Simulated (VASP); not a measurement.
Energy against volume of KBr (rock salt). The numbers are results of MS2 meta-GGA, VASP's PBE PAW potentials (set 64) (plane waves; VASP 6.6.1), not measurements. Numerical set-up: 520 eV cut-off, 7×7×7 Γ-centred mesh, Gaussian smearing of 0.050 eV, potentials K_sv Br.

```csv
V (Å³/atom),E (eV/atom)
34.182,-6.29131
35.273,-6.29677
36.364,-6.29839
37.454,-6.29683
```

**Question.** Fit these four points and predict the energy of the run at 38.545 Å³/atom.

**Answer.** A cubic in V^(−2/3), the third-order Birch-Murnaghan form, passes through the four points with V0 = 36.34 Å³/atom and B0 = 16 GPa, and gives -6.2926 eV/atom there. The run gave -6.2926 eV/atom, +0.0 meV/atom from the fit; all five points give B0 = 16 GPa.

The compound is KBr in the rock salt structure. It was relaxed first.
